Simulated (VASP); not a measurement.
All values below come from AM05 GGA, VASP's PBE PAW potentials (set 64) (plane waves; VASP).

VASP input:

**INCAR**
```
! general
SYSTEM  = Lu
PREC    = Accurate
ENCUT   = 520
LREAL   = .False.
LASPH   = .True.   ! aspherical one-centre terms

! electronic loop
EDIFF   = 1E-7   ! SCF stop (eV)
NELM    = 100
ALGO    = Normal   ! blocked Davidson
LMAXMIX = 6   ! l cut-off of mixed one-centre charges

! smearing
ISMEAR  = 1   ! Methfessel-Paxton
SIGMA   = 0.1   ! width (eV)

! functional
GGA     = AM

! ions
IBRION  = 2
NSW     = 30   ! most ionic steps
ISIF    = 4
EDIFFG  = -0.01   ! ionic stop

! output
LWAVE   = .False.
LCHARG  = .False.
```

POSCAR:
```
Lu
1.0
  1.6973128647  -2.9398322005   0.0000000000
  1.6973128647   2.9398322005   0.0000000000
  0.0000000000   0.0000000000   5.2893720707
Lu
2
Direct
  0.3333330000   0.6666670000   0.2500000000
  0.6666670000   0.3333330000   0.7500000000
```

### KPOINTS
```
Automatic mesh
0
Gamma
12 12 7
0 0 0
```

POTCAR, in this order: Lu_3 (PBE.64 set). Program: vasp_std.

Output of the run:

File OSZICAR:
```
       N       E                     dE             d eps       ncg     rms          rms(c)
DAV:   1     0.457709723304E+02    0.45771E+02   -0.87527E+03  3462   0.153E+03
DAV:   2    -0.691539043517E+01   -0.52686E+02   -0.51309E+02  3382   0.737E+02
DAV:   3    -0.920497123080E+01   -0.22896E+01   -0.21936E+01  3511   0.629E+01
DAV:   4    -0.929276530368E+01   -0.87794E-01   -0.85879E-01  3524   0.935E+00
DAV:   5    -0.929523912219E+01   -0.24738E-02   -0.24326E-02  3328   0.195E+00    0.277E+01
DAV:   6    -0.928454752805E+01    0.10692E-01   -0.31446E-02  3307   0.429E+00    0.164E+01
DAV:   7    -0.929249223184E+01   -0.79447E-02   -0.57171E-02  3215   0.544E+00    0.397E-01
DAV:   8    -0.929231254782E+01    0.17968E-03   -0.32710E-03  3238   0.847E-01    0.126E-01
DAV:   9    -0.929229747152E+01    0.15076E-04   -0.19659E-04  3340   0.234E-01    0.253E-02
DAV:  10    -0.929229537859E+01    0.20929E-05   -0.14283E-05  3395   0.531E-02    0.180E-02
DAV:  11    -0.929229527328E+01    0.10531E-06   -0.60528E-07  3179   0.121E-02    0.344E-03
DAV:  12    -0.929229526660E+01    0.66805E-08   -0.30183E-08  1818   0.486E-03
   1 F= -.92922953E+01 E0= -.92917366E+01  d E =-.929230E+01
       N       E                     dE             d eps       ncg     rms          rms(c)
DAV:   1    -0.929236254324E+01   -0.67270E-04   -0.22196E-03  3129   0.693E-01    0.358E-02
DAV:   2    -0.929233079200E+01    0.31751E-04   -0.68758E-05  3339   0.118E-01    0.205E-02
DAV:   3    -0.929231543535E+01    0.15357E-04   -0.17334E-05  3769   0.550E-02    0.116E-02
DAV:   4    -0.929231532338E+01    0.11197E-06   -0.19859E-06  2836   0.138E-02    0.420E-03
DAV:   5    -0.929231531150E+01    0.11882E-07   -0.11163E-07  1791   0.594E-03
   2 F= -.92923153E+01 E0= -.92917309E+01  d E =-.200449E-04
```

File OUTCAR:
```
------------------------ aborting loop because EDIFF is reached ----------------------------------------
  FORCE on cell =-STRESS in cart. coord.  units (eV):
  Direction    XX          YY          ZZ          XY          YZ          ZX
  --------------------------------------------------------------------------------------
  Total        1.1883865      1.1883866      1.1747162      0.0000000      0.0000000      0.0000000
  in kB       36.0702989     36.0703011     35.6553734      0.0000000      0.0000000      0.0000000
  external PRESSURE =      35.9319911 kB  Pullay stress =       0.0000000 kB
  volume of cell :       52.79
      direct lattice vectors                 reciprocal lattice vectors
     1.697915320 -2.940875689 -0.000000000     0.294478761 -0.170017387  0.000000000
     1.697915320  2.940875689 -0.000000000     0.294478761  0.170017387 -0.000000000
     0.000000000  0.000000000  5.285619172     0.000000000 -0.000000000  0.189192594
 POSITION                                       TOTAL-FORCE (eV/Angst)
 -----------------------------------------------------------------------------------
      1.69792      0.98029      1.32140        -0.000000     -0.000000      0.000000
      1.69792     -0.98029      3.96421         0.000000      0.000000      0.000000
 -----------------------------------------------------------------------------------
    total drift:                                0.000000      0.000063     -0.000012
  FREE ENERGIE OF THE ION-ELECTRON SYSTEM (eV)
  ---------------------------------------------------
  free  energy   TOTEN  =        -9.2923153115 eV

  energy  without entropy=       -9.2905621500  energy(sigma->0) =       -9.29173092

 reached required accuracy - stopping structural energy minimisation
```
(Selected blocks of OUTCAR.)

File CONTCAR:
```
Lu
   1.00000000000000
     1.6979153200385193   -2.9408756885535476   -0.0000000000000000
     1.6979153200385193    2.9408756885535476   -0.0000000000000000
     0.0000000000000000    0.0000000000000000    5.2856191716685421
  Lu
     2
Direct
     0.3333330000000032    0.6666669999999968    0.2500000000000000
     0.6666669999999968    0.3333330000000032    0.7500000000000000
```

The compound is Lu in the hcp structure. This cell is one point of a volume scan, at 0.94 of the reference volume. Symmetry was kept, so distortions that lower it aren't found.
